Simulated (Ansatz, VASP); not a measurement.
One calculation of EuSb, two programs

```
Eu Sb
1.0
     0.00000    3.63346    3.63346
     3.63346    0.00000    3.63346
     3.63346    3.63346    0.00000
Eu Sb
1 1
Cartesian
  0.0000 0.0000 0.0000
  1.8167 1.8167 1.8167
```

Alike in both runs: task single point; functional PBE; k mesh 6 × 6 × 6; occupations gaussian, width 0.05 eV; collinear spin.

|  | VASP | Ansatz |
| --- | --- | --- |
| version | VASP 6.6.1 | Ansatz 0.2.0 |
| potentials or method | VASP PAW PBE potentials, release 64 (Eu, Sb) | scalar-relativistic, plane waves, PAW |
| plane-wave cutoff (eV) | 520 | 420 |
| valence electrons in the cell | 22 | 32 |

Ansatz gave:

* gap on the k mesh at the Fermi level (eV): none
* pressure (GPa): 0.0
* net moment per atom (μB): 3.00
* size of the moment on the site where the two differ most (μB): 6.57

Q: What did VASP give for the same quantities?

A: gap on the k mesh at the Fermi level (eV): none; pressure (GPa): -0.1; net moment per atom (μB): 3.00; size of the moment on the site where the two differ most (μB): 6.39.

Site moments also hang on the region over which each program counts them. A gap of «none» marks a metal or a gap that the smearing closes. The two sets of potentials don't hold the same shells in valence. Ansatz warned: «given_moment_on_shells».

Caveats: spin-orbit coupling is left out, which moves the levels of the heavy elements; a cell with one magnetic atom can't hold antiferromagnetic order, which such compounds often take; without U or exact exchange the open f shell lies at the Fermi level, which spoils levels, moments and volumes. The state reached can hang on the start; a lower one may exist.
